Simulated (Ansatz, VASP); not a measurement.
**Two plane-wave programs on LaPb2**

The input INCAR:

```
  PREC = Accurate
  ENCUT = 520
  EDIFF = 1E-7
  ISMEAR = -1
  SIGMA = 0.05
  LREAL = False
  LASPH = True
  NELM = 60
  ALGO = Normal
  ISIF = 2
  LWAVE = False
  LCHARG = False
  GGA = PE
  NBANDS = 26
```

File KPOINTS:

```
Automatic mesh
0
Gamma
  9 9 9
```

File POSCAR:

```
LaPb2
1.0
   -2.0241608986      2.0241608986      5.5233472947
    2.0241608986     -2.0241608986      5.5233472947
    2.0241608986      2.0241608986     -5.5233472947
Pb La
2 1
Direct
    0.6863945000      0.6863945000      0.0000000000
    0.3136055000      0.3136055000      0.0000000000
    0.0000000000      0.0000000000      0.0000000000
```

input.yaml

```yaml
crystal:
  lattice:
    - [-2.0241608986, 2.0241608986, 5.5233472947]
    - [2.0241608986, -2.0241608986, 5.5233472947]
    - [2.0241608986, 2.0241608986, -5.5233472947]
  atoms:
    - { symbol: Pb, position: [0.6863945, 0.6863945, 0.0] }
    - { symbol: Pb, position: [0.3136055, 0.3136055, 0.0] }
    - { symbol: La, position: [0.0, 0.0, 0.0] }
hamiltonian:
  xc: pbe
  pseudopotentials: { kind: paw }
kpoints:
  mp_grid: { grid: [9, 9, 9] }
scf:
  occupations: { method: fermi_dirac, width: 0.05 }
output:
  forces: true
  stress: true
  eigenvalues: true
```

Change from the starting cell: volume scaled by 0.94.

Alike in both runs: task single point; functional PBE; k mesh 9 × 9 × 9; occupations fermi-dirac, width 0.05 eV; no spin polarisation.

```csv
,VASP,Ansatz
version,VASP 6.6.1,Ansatz 0.2.0
potentials or method,"VASP PAW PBE potentials, release 64 (Pb_d, La)",Ansatz PAW
plane-wave cutoff (eV),520,420
valence electrons in the cell,39,39
```

```csv
,VASP,Ansatz,Ansatz less VASP
gap on the k mesh at the Fermi level (eV),none,none,-
pressure (GPa),3.2,3.3,+0.07
largest component of the traceless stress (GPa),1.31,1.33,+0.014
rms of the force components (eV/Å),0.095,0.094,-0.0009
```

Atom by atom the forces differ by 0.001 eV/Å (rms over components). A gap of «none» marks a metal or a gap that the smearing closes.

Spin-orbit coupling is left out, which matters for the levels of La, Pb.
